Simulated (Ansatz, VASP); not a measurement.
**Cross-check of H30C41O6 (amorphous poly(ether ketone) at 400 K) between VASP and Ansatz**

Aim: how closely do two programs agree when they are given the same cell, functional and k mesh? The structure shown is the start of the Ansatz relaxation below; VASP solves that cell, so the two are compared at the walk's first step.

Main program and level: Ansatz 0.2.0; plane waves, with VASP 6.6.1 beside it; single point at PBE with D3(BJ).

## Step 1: Starting point

The cell holds 154 atoms: 82 C, 12 O and 60 H. Cell: a = 12.148 Å, b = 12.148 Å, c = 12.148 Å, α = 90.0°, β = 90.0°, γ = 90.0°. As first built, before any earlier steps moved the atoms (in the runner's words): 2 poly(ether ketone) chains of 3 units placed at random, at 1.15 g/cm^3; overlaps pushed apart, then 20 ps at 800 K with MMFF94 bonds, angles, torsions, charges and radii (Halgren, J. Comput. Chem. 17, 490 (1996)) in harmonic and 12-6 forms; charges of ions scaled by 0.8. Snapshot after 30 ps at 400 K and fixed volume. The cell carries charge +1.

## Step 2: Ansatz: relaxation, PBE with D3(BJ)

Ansatz runs on its default PAW (the set named soft_2) files.

The two programs are compared at the cell with which this relaxation starts, whose forces are those of its first step.

File input.yaml:

```yaml
crystal:
  lattice:
    - [12.14846, 0.0, 0.0]
    - [0.0, 12.14846, 0.0]
    - [0.0, 0.0, 12.14846]
  atoms:
    - { symbol: C, position: [0.23956, 0.40945, 0.2033] }
    - { symbol: C, position: [0.31041, 0.34439, 0.28122] }
    - { symbol: C, position: [0.40934, 0.29672, 0.24497] }
    - { symbol: C, position: [0.47708, 0.23926, 0.31698] }
    - { symbol: C, position: [0.44986, 0.23004, 0.42904] }
    - { symbol: C, position: [0.34979, 0.27503, 0.46543] }
    - { symbol: C, position: [0.28095, 0.33014, 0.39184] }
    - { symbol: C, position: [0.52934, 0.17277, 0.50368] }
    - { symbol: O, position: [0.58178, 0.09215, 0.46998] }
    - { symbol: C, position: [0.54913, 0.21802, 0.61563] }
    - { symbol: C, position: [0.52373, 0.32755, 0.64152] }
    - { symbol: C, position: [0.5491, 0.37255, 0.74355] }
    - { symbol: C, position: [0.59844, 0.30617, 0.82348] }
    - { symbol: C, position: [0.62483, 0.19619, 0.79976] }
    - { symbol: C, position: [0.60198, 0.15378, 0.69638] }
    - { symbol: O, position: [0.62885, 0.3434, 0.92599] }
    - { symbol: C, position: [0.60137, 0.44931, 0.95871] }
    - { symbol: C, position: [0.68738, 0.51784, 0.99151] }
    - { symbol: C, position: [0.66431, 0.62428, 0.02722] }
    - { symbol: C, position: [0.55524, 0.66212, 0.0326] }
    - { symbol: C, position: [0.46956, 0.5904, 0.00253] }
    - { symbol: C, position: [0.4918, 0.4847, 0.96496] }
    - { symbol: C, position: [0.52714, 0.77142, 0.0821] }
    - { symbol: O, position: [0.43806, 0.7841, 0.12947] }
    - { symbol: C, position: [0.6093, 0.86147, 0.07706] }
    - { symbol: C, position: [0.61787, 0.93545, 0.16572] }
    - { symbol: C, position: [0.69637, 0.01839, 0.16491] }
    - { symbol: C, position: [0.7656, 0.03027, 0.07328] }
    - { symbol: C, position: [0.75363, 0.96185, 0.98136] }
    - { symbol: C, position: [0.67733, 0.87675, 0.98494] }
[... 118 atom lines left out ...]
    - { symbol: H, position: [0.25111, 0.85516, 0.11093] }
    - { symbol: H, position: [0.94365, 0.71304, 0.22186] }
    - { symbol: H, position: [0.94347, 0.59077, 0.05807] }
    - { symbol: H, position: [0.18193, 0.99422, 0.22736] }
    - { symbol: H, position: [0.2606, 0.88816, 0.29445] }
    - { symbol: H, position: [0.1617, 0.9673, 0.37087] }
total_charge: 1
kpoints:
  mp_grid: { grid: [1, 1, 1] }
hamiltonian:
  xc: pbe
  dispersion: d3bj
scf:
  occupations: { method: fermi_dirac, width: 0.01 }
  lower_state_search: "off"
output:
  forces: true
magnetization:
  spin_polarized: true
  initial_magnetization: 1
relax:
  f_tol: 0.05
  max_steps: 90
```

Started as:

```console
$ ansatz run input.yaml --threads 4 --pin off --max-ram 8192MiB --backend cpu --events-out ev --progress --plain --runs-dir out
```

Numbers of over 12 decimals in the logs are rounded to 6 here.

Log:

```text
Engine: ansatz 0.2.0, aarch64-unknown-linux-gnu
Pseudopotentials: kind: paw
Pseudopotential: C, paw, valence charge 4, recommended cutoff 420 eV (normal), C.paw.azcp
Pseudopotential: O, paw, valence charge 6, recommended cutoff 420 eV (normal), O.paw.azcp
Pseudopotential: H, paw, valence charge 1, recommended cutoff 420 eV (normal), H.paw.azcp
Functional definition: PBE
  parameter kappa = 0.804
  parameter beta = 0.066725
  exchange = pbe_x(kappa = kappa, mu = beta*pi^2/3)
  correlation = pbe_c(beta = beta)
Crystal: 154 atoms, lattice volume = 1792.931 Å³
Basis set: ecut = 420 eV, 35033 PW (Γ), exchange–correlation on 180×180×180 points (8 copies of the dense FFT grid, shifted against one another)
Bands: 384, of which v1, the nominal top of the filled ones, is band 230 counted from 1 (229 counted from 0)
Symmetry: 1 space group operations
Space group: P1 (ITA 1), of the structure as read, at distance tolerance 1.2e-4 Å
Magnetic group: BNS 1.1 (UNI 1), of the structure as read, at distance tolerance 1.2e-4 Å
k-points: 1
Non-local potential: C, projectors of the file, l = 0: 2, l = 1: 2, l = 2: 1
Non-local potential: O, projectors of the file, l = 0: 2, l = 1: 2, l = 2: 1
Non-local potential: H, projectors of the file, l = 0: 2, l = 1: 1
PAW form: soft (Blöchl's): semilocal exchange-correlation on the pseudo side does not see the compensation charge
PAW one-centre angular grid: C, 110 points (default); XC on 64 Gauss nodes
PAW one-centre angular grid: O, 110 points (default); XC on 64 Gauss nodes
PAW one-centre angular grid: H, 110 points (default); XC on 64 Gauss nodes
Initial density: superposition of atomic densities (chi_scale 0.1, normalization cell, long waves kept (reshape's long-wave potential 0.89 eV rms))
Starting moments: Σ|m| = 1 μB on 154 of 154 sites
Initial wavefunctions: pseudopotential atomic-orbital guess
Functional: x = pbe(κ = 0.804, μ = 0.219515), c = pbe(β = 0.066725)
SCF iter   1: F=—  HF=-28454.576588 eV  |F-HF|=—  |Δ(HF+E_count)|=         —  Δρ=6.38e-2 (↑6.19e-2 ↓6.38e-2)  dr2=3.84e2  dr2_m=6.35e-1  M=1.000 μB ∫|m|=1.030 μB  β_m=1.00  ethr=3.10e-3  ⟨swp⟩=6.0  Hψ=3484  notcnv=0  defer=78
preconditioner: auto → Resta (q_TF=auto, 2.174 Å⁻¹)  ε∞=2.4  [insulator: Δε(μ)=0.071 eV  Ē_g=15.367 eV  σ=0.010 eV  W_gap=0.94  n_scr=304 (ndim 8)  ℏωp=18.0 eV  f_vac=0.134  D(μ)=5.45/eV (n_scr^D=18)  ε∞_Penn≈2.4]
spin=Collinear: Resta preconditioning applied to the charge; magnetization (m = ρ↑ − ρ↓) channel mixes plain (no charge-response kernel on spin).
SCF iter   2: F=—  HF=-28375.127366 eV  |F-HF|=—  |Δ(HF+E_count)|=         —  Δρ=3.95e-2 (↑3.77e-2 ↓3.95e-2)  dr2=1.06e2  dr2_m=5.34e-1  M=0.367 μB ∫|m|=0.522 μB  β_m=0.30  ethr=3.10e-3  ⟨swp⟩=3.0  Hψ=1440  notcnv=0  defer=294
Mixer restart at iter 2: flushing history
SCF iter   3: F=—  HF=-28352.429282 eV  |F-HF|=—  |Δ(HF+E_count)|=    2.27e1  Δρ=2.60e-2 (↑2.51e-2 ↓2.60e-2)  dr2=4.33e1  dr2_m=3.29e-1  M=0.707 μB ∫|m|=0.845 μB  β_m=0.30  ethr=3.10e-3  ⟨swp⟩=2.0  Hψ=1344  notcnv=0  defer=296
SCF iter   4: F=—  HF=-28339.170616 eV  |F-HF|=—  |Δ(HF+E_count)|=    1.33e1  Δρ=1.41e-2 (↑1.09e-2 ↓1.41e-2)  dr2=1.13e1  dr2_m=2.61e-1  M=0.490 μB ∫|m|=0.663 μB  β_m=0.30  ethr=3.10e-3  ⟨swp⟩=3.0  Hψ=944  notcnv=0  defer=296
SCF iter   5: F=—  HF=-28337.866966 eV  |F-HF|=—  |Δ(HF+E_count)|=    1.30e0  Δρ=8.15e-3 (↑6.51e-3 ↓8.15e-3)  dr2=4.07e0  dr2_m=5.56e-2  M=0.930 μB ∫|m|=1.032 μB  β_m=0.30  ethr=2.46e-3  ⟨swp⟩=2.0  Hψ=1344  notcnv=0  defer=296
SCF iter   6: F=—  HF=-28337.533751 eV  |F-HF|=—  |Δ(HF+E_count)|=   3.33e-1  Δρ=6.31e-3 (↑4.25e-3 ↓6.31e-3)  dr2=2.35e0  dr2_m=9.29e-2  M=0.223 μB ∫|m|=0.405 μB  β_m=0.30  ethr=8.87e-4  ⟨swp⟩=3.0  Hψ=939  notcnv=0  defer=296
SCF iter   7: F=—  HF=-28337.371665 eV  |F-HF|=—  |Δ(HF+E_count)|=   1.62e-1  Δρ=5.39e-3 (↑3.75e-3 ↓5.39e-3)  dr2=1.88e0  dr2_m=5.44e-2  M=0.366 μB ∫|m|=0.510 μB  β_m=0.30  ethr=5.13e-4  ⟨swp⟩=2.5  Hψ=717  notcnv=0  defer=296
SCF iter   8: F=—  HF=-28337.387017 eV  |F-HF|=—  |Δ(HF+E_count)|=   1.54e-2  Δρ=5.96e-3 (↑2.51e-3 ↓5.96e-3)  dr2=1.81e0  dr2_m=1.10e-1  M=0.868 μB ∫|m|=0.973 μB  β_m=0.30  ethr=4.09e-4  ⟨swp⟩=2.5  Hψ=1139  notcnv=0  defer=296
SCF iter   9: F=—  HF=-28337.363983 eV  |F-HF|=—  |Δ(HF+E_count)|=   2.30e-2  Δρ=3.63e-3 (↑1.66e-3 ↓3.63e-3)  dr2=7.13e-1  dr2_m=4.17e-2  M=0.674 μB ∫|m|=0.812 μB  β_m=0.30  ethr=3.95e-4  ⟨swp⟩=2.5  Hψ=687  notcnv=0  defer=296
SCF iter  10: F=—  HF=-28337.341208 eV  |F-HF|=—  |Δ(HF+E_count)|=   2.28e-2  Δρ=2.72e-3 (↑1.14e-3 ↓2.72e-3)  dr2=3.36e-1  dr2_m=2.90e-2  M=0.900 μB ∫|m|=1.009 μB  β_m=0.30  ethr=1.55e-4  ⟨swp⟩=3.0  Hψ=488  notcnv=0  defer=296
SCF iter  11: F=—  HF=-28337.341618 eV  |F-HF|=—  |Δ(HF+E_count)|=   4.09e-4  Δρ=2.06e-3 (↑9.57e-4 ↓2.06e-3)  dr2=1.93e-1  dr2_m=1.66e-2  M=0.994 μB ∫|m|=1.087 μB  β_m=0.30  ethr=7.33e-5  ⟨swp⟩=2.5  Hψ=692  notcnv=0  defer=296
[...]
- { symbol: H, position: [0.206948, 0.357139, 0.138347] }
    - { symbol: H, position: [0.171901, 0.449513, 0.246454] }
    - { symbol: H, position: [0.289148, 0.474443, 0.162869] }
    - { symbol: H, position: [0.435022, 0.305651, 0.159722] }
    - { symbol: H, position: [0.554043, 0.201779, 0.288513] }
    - { symbol: H, position: [0.325066, 0.266313, 0.551848] }
    - { symbol: H, position: [0.204604, 0.365493, 0.422256] }
    - { symbol: H, position: [0.487766, 0.379383, 0.580081] }
    - { symbol: H, position: [0.532731, 0.457889, 0.761336] }
    - { symbol: H, position: [0.666018, 0.145277, 0.863089] }
    - { symbol: H, position: [0.626465, 0.068747, 0.677296] }
    - { symbol: H, position: [0.773149, 0.486788, 0.988759] }
    - { symbol: H, position: [0.732149, 0.676296, 0.055154] }
    - { symbol: H, position: [0.385523, 0.615815, 0.013034] }
    - { symbol: H, position: [0.426918, 0.426852, 0.942878] }
    - { symbol: H, position: [0.563325, 0.924714, 0.236195] }
    - { symbol: H, position: [0.704444, 0.074163, 0.233486] }
    - { symbol: H, position: [0.803587, 0.970875, 0.906966] }
    - { symbol: H, position: [0.669533, 0.821642, 0.912970] }
    - { symbol: H, position: [0.968657, 0.942296, 0.018486] }
    - { symbol: H, position: [0.122715, 0.955958, 0.887866] }
    - { symbol: H, position: [0.067551, 0.306146, 0.858159] }
    - { symbol: H, position: [0.912391, 0.292056, 0.990049] }
    - { symbol: H, position: [0.300865, 0.018214, 0.927474] }
[...]
- { symbol: C, position: [0.914403, 0.342130, 0.649532] }
    - { symbol: C, position: [0.900651, 0.464528, 0.650513] }
    - { symbol: C, position: [0.953375, 0.530842, 0.571881] }
    - { symbol: C, position: [0.944595, 0.644907, 0.575189] }
    - { symbol: C, position: [0.883535, 0.696427, 0.659069] }
    - { symbol: C, position: [0.829243, 0.630331, 0.736943] }
    - { symbol: C, position: [0.836742, 0.516485, 0.731559] }
    - { symbol: C, position: [0.882598, 0.817548, 0.675357] }
    - { symbol: O, position: [0.865989, 0.856475, 0.768000] }
    - { symbol: C, position: [0.902352, 0.893961, 0.581253] }
    - { symbol: C, position: [0.869198, 0.870393, 0.473041] }
    - { symbol: C, position: [0.882254, 0.948299, 0.389906] }
    - { symbol: C, position: [0.930004, 0.049396, 0.415274] }
    - { symbol: C, position: [0.965781, 0.073983, 0.522005] }
    - { symbol: C, position: [0.950189, 0.996762, 0.604640] }
    - { symbol: O, position: [0.947339, 0.124919, 0.330886] }
    - { symbol: C, position: [0.894569, 0.224384, 0.337470] }
    - { symbol: C, position: [0.942549, 0.312507, 0.279993] }
    - { symbol: C, position: [0.891615, 0.414372, 0.281267] }
    - { symbol: C, position: [0.791554, 0.430340, 0.338126] }
    - { symbol: C, position: [0.744415, 0.340717, 0.393869] }
    - { symbol: C, position: [0.795307, 0.238188, 0.394596] }
    - { symbol: C, position: [0.737148, 0.538660, 0.332152] }
    - { symbol: O, position: [0.777240, 0.616181, 0.279663] }
    - { symbol: C, position: [0.626649, 0.558942, 0.384188] }
    - { symbol: C, position: [0.606645, 0.555277, 0.497836] }
    - { symbol: C, position: [0.504915, 0.588002, 0.539975] }
[...]
- { symbol: O, position: [0.323115, 0.666441, 0.501423] }
[...]
- { symbol: C, position: [0.094659, 0.577082, 0.896817] }
    - { symbol: O, position: [0.044991, 0.488626, 0.905207] }
    - { symbol: C, position: [0.092620, 0.657536, 0.988421] }
    - { symbol: C, position: [0.178334, 0.733400, 0.0054473] }
    - { symbol: C, position: [0.181052, 0.800130, 0.098302] }
    - { symbol: C, position: [0.096016, 0.791915, 0.176429] }
    - { symbol: C, position: [0.00800739, 0.717670, 0.159585] }
    - { symbol: C, position: [0.00772692, 0.651031, 0.067521] }
    - { symbol: O, position: [0.092172, 0.850691, 0.270464] }
    - { symbol: C, position: [0.178584, 0.928286, 0.291945] }
[...]
- { symbol: H, position: [0.312074, 0.466893, 0.600512] }
    - { symbol: H, position: [0.245936, 0.738644, 0.946717] }
    - { symbol: H, position: [0.250915, 0.854455, 0.111236] }
    - { symbol: H, position: [0.941981, 0.712622, 0.220153] }
    - { symbol: H, position: [0.941620, 0.591767, 0.054848] }
    - { symbol: H, position: [0.179742, 0.993281, 0.228951] }
    - { symbol: H, position: [0.259091, 0.887063, 0.295094] }
    - { symbol: H, position: [0.158913, 0.964360, 0.372077] }
```

In the SCF lines HF is the Harris–Foulkes energy and dr2 the Hartree energy of the density residual, in eV; the loop may stop once dr2 is under the threshold and the program's other checks hold. Hψ counts applications of the Hamiltonian.

## Step 3: VASP: single point, PBE with D3(BJ), start cell

The same cell, functional, mesh and smearing now go to VASP, with its own data sets.

Lines of VASP's logs that name or quote its potential files are left out, and so is its time.

File INCAR:

```
SYSTEM = H30C41O6
PREC = Accurate
ENCUT = 520
EDIFF = 1E-06
NELM = 200
ISMEAR = -1
SIGMA = 0.01
LREAL = Auto
ALGO = Normal
GGA = PE
IVDW = 12
NELECT = 459
NBANDS = 337
ISPIN = 2
MAGMOM = 0 -0 0 0 0 0 0 -0 0 -0 0 -0 0 0 -0 0 0 0 -0 0 -0 0.01 -0 0 0 0 -0 0 0 -0 0.01 -0 0 -0 0.02 -0 0.01 0.01 0 -0 0 0 0 0 0 0 -0 0 -0 0 -0 0 0 0 0 0 0 -0 0 0 0 -0 0.02 -0 0.01 0.01 0 -0 0 0 -0 0.01 -0 0 -0 0.01 -0 0 0 0 -0 -0 0.01 0 0.01 0.03 0.01 0.03 0.01 0.01 0.03 0.03 0.04 0.02 -0 -0 -0 0 -0 0 0 0 -0 0 0 -0 0 0 -0 0 -0 -0 0 -0 0 0 -0 0 -0 -0 -0 -0 0 0 0 0 0 0 0 0 -0 0 -0 0 0 -0 0 0 0 0 -0 -0 -0 -0 0 0 -0 0 -0 -0 0 0 0 -0
LORBIT = 11
LWAVE = .FALSE.
LCHARG = .FALSE.
ISIF = 2
LASPH = .TRUE.
GGA_COMPAT = .FALSE.
```

File POSCAR:

```
H30C41O6
1.0
   12.1484600000      0.0000000000      0.0000000000
    0.0000000000     12.1484600000      0.0000000000
    0.0000000000      0.0000000000     12.1484600000
C O H
82 12 60
Direct
    0.2395612283      0.4094510745      0.2033014884
    0.3104097145      0.3443893300      0.2812208296
    0.4093440650      0.2967207366      0.2449693212
    0.4770810457      0.2392566630      0.3169784483
    0.4498594884      0.2300373875      0.4290420350
    0.3497891914      0.2750307446      0.4654334788
    0.2809491903      0.3301406104      0.3918439045
    0.5293428138      0.1727708697      0.5036770093
    0.5491313302      0.2180194033      0.6156335865
    0.5237289335      0.3275476892      0.6415216414
    0.5490984042      0.3725492779      0.7435510345
    0.5984379913      0.3061704940      0.8234788607
    0.6248281675      0.1961894759      0.7997639207
    0.6019775346      0.1537808084      0.6963763308
    0.6013684039      0.4493079781      0.9587058771
    0.6873793057      0.5178434139      0.9915083887
    0.6643064224      0.6242766573      0.0272215573
    0.5552391003      0.6621168444      0.0325967242
    0.4695574583      0.5904040512      0.0025270693
    0.4917989605      0.4847034110      0.9649618141
    0.5271367729      0.7714228799      0.0821009412
    0.6093035660      0.8614672148      0.0770632656
    0.6178725534      0.9354519009      0.1657164776
    0.6963680993      0.0183891621      0.1649097910
    0.7656032123      0.0302672108      0.0732767775
    0.7536263856      0.9618503086      0.9813589541
    0.6773286491      0.8767531029      0.9849396549
    0.9302907529      0.1165332890      0.0086019133
    0.9917471021      0.0223732062      0.9837378565
    0.0784214625      0.0304729982      0.9094239105
[... 118 atom lines left out ...]
    0.2511100172      0.8551618888      0.1109276402
    0.9436504709      0.7130368787      0.2218635119
    0.9434693780      0.5907662370      0.0580732043
    0.1819325248      0.9942165509      0.2273621513
    0.2606009321      0.8881619563      0.2944488437
    0.1616995076      0.9672995590      0.3708700527
```

File KPOINTS:

```
Automatic mesh
0
Gamma
1 1 1
0 0 0
```

PAW data sets: C, O and H (PBE family, release 64).

Started as:

```console
$ export OMP_NUM_THREADS=3
$ mpirun -np 1 vasp_gam
```

Log:

```text
[banner, memory and clock lines left out]
running    1 mpi-ranks, on    1 nodes
[...]
Offloading initialized ...    1 GPUs detected
[...]
LDA part: xc-table for (Slater+PW92), standard interpolation
 POSCAR, INCAR and KPOINTS ok, starting setup
[...]
entering main loop
       N       E                     dE             d eps       ncg     rms          rms(c)
DAV:   1     0.334598282868E+04    0.33460E+04   -0.24063E+05  1372   0.126E+03
DAV:   2    -0.727501536557E+03   -0.40735E+04   -0.38682E+04  1702   0.298E+02
DAV:   3    -0.111168568660E+04   -0.38418E+03   -0.37958E+03  1656   0.937E+01
DAV:   4    -0.112171657257E+04   -0.10031E+02   -0.99863E+01  1680   0.170E+01
DAV:   5    -0.112202678079E+04   -0.31021E+00   -0.30986E+00  1784   0.281E+00BRMIX: very serious problems
 the old and the new charge density differ
 old charge density:   460.00000 new  459.00000
    0.521E+01
DAV:   6    -0.105206880469E+04    0.69958E+02   -0.10509E+02  1552   0.159E+01    0.284E+01
DAV:   7    -0.103731744356E+04    0.14751E+02   -0.51296E+01  1688   0.115E+01    0.135E+01
DAV:   8    -0.103573343582E+04    0.15840E+01   -0.84463E+00  1680   0.537E+00    0.721E+00
DAV:   9    -0.103567380529E+04    0.59631E-01   -0.66155E+00  1720   0.388E+00    0.431E+00
[...]
DAV:  31    -0.103553191392E+04    0.16544E-05   -0.29024E-05  1424   0.721E-03    0.118E-02
DAV:  32    -0.103553191652E+04   -0.26007E-05   -0.15283E-05  1440   0.573E-03    0.180E-02
DAV:  33    -0.103553191669E+04   -0.17546E-06   -0.29953E-06  1296   0.285E-03
   1 F= -.10459066E+04 E0= -.10458970E+04  d E =-.191097E-01  mag=    -0.5322
```

OUTCAR, selected parts (step 3):

```text
 magnetization (x)
# of ion       s       p       d       tot
------------------------------------------
    1        0.000   0.000   0.000   0.000
    2       -0.000  -0.000   0.000  -0.000
    3        0.000   0.000   0.000   0.000
    4       -0.000  -0.000   0.000  -0.000
    5        0.000   0.001   0.000   0.001
    6        0.000  -0.000   0.000  -0.000
[...]
152       -0.001   0.000   0.000  -0.001
  153       -0.001   0.000   0.000  -0.001
  154        0.000   0.000   0.000   0.000
--------------------------------------------------
tot         -0.016  -0.340   0.000  -0.356
```

The run ends at a pressure of -0.51 GPa, with forces up to 0.65 eV/Å.

## Step 4: Comparison

Known differences besides the potentials themselves: VASP starts from the moments at which Ansatz ended; the cutoff is 420 eV in Ansatz and 520 eV in VASP (PREC = Accurate, projectors in real space). Total energies have different zeros and are not compared.

Forces on 10 of the 154 atoms, those with the largest forces and the largest differences (eV/Å; atoms numbered as in POSCAR):

| atom | Ansatz x, y, z | VASP x, y, z |
| --- | --- | --- |
| C8 | -0.065, 0.122, 0.003 | -0.271, 0.428, 0.125 |
| C21 | -0.005, -0.245, -0.024 | 0.367, -0.302, -0.235 |
| C34 | -0.146, 0.110, 0.024 | -0.106, -0.246, 0.314 |
| C49 | 0.044, -0.082, -0.081 | 0.120, -0.250, -0.464 |
| C62 | 0.129, -0.297, -0.016 | -0.041, -0.610, 0.225 |
| C75 | 0.031, 0.090, -0.016 | 0.233, 0.447, -0.061 |
| O83 | 0.012, -0.066, 0.003 | 0.241, -0.403, -0.135 |
| O85 | 0.015, 0.103, -0.010 | -0.383, 0.159, 0.196 |
| O89 | -0.009, 0.043, 0.029 | -0.083, 0.214, 0.429 |
| O91 | -0.103, 0.092, 0.098 | 0.063, 0.422, -0.148 |

The forces differ by 75 meV/Å r.m.s., which is 82.6 % of the r.m.s. force of 0.090 eV/Å (both taken over all components). Moments aren't recorded for both runs of this pair, so they may hold unlike magnetic states. The cell carries a charge of +1 e against a uniform background, so its pressure also hangs on how the neutralising background is counted, and in a defect's cell a gap may be the spacing between its levels.

## Step 5: Summary of results

| Property | Result |
| --- | --- |
| r.m.s. force difference (single point, PBE with D3(BJ), start cell) | 75 meV/Å |

The r.m.s. force difference is 75 meV/Å (single point, PBE with D3(BJ), start cell), beyond the 12 meV/Å picked in this series as the mark of a large difference. What causes the difference of the single point, PBE with D3(BJ), start cell pair stays open here. 1 further run of this series is not shown here. Such differences can come from data sets, numerical settings and the points named under the comparisons, not from the functional's error against experiment.

[Lines on the potential files, build, host, timing and source positions are cut from VASP's logs without a mark.]

[Logs are printed without paths, hosts, clocks, repeated set-up lines and the standing remarks that a program may print on its own settings, such as how far it seeks lower states.]

[Hosts, paths, dates, database ids (printed as entryN), source tags and the programs' standing remarks are cut or masked in the printed files.]

[The MMFF94 radii named for the starting cell were scaled by 0.96; in molecules described by MMFF94, hydrogen bound to N, O or S took a small fixed 12-6 site in their place.]
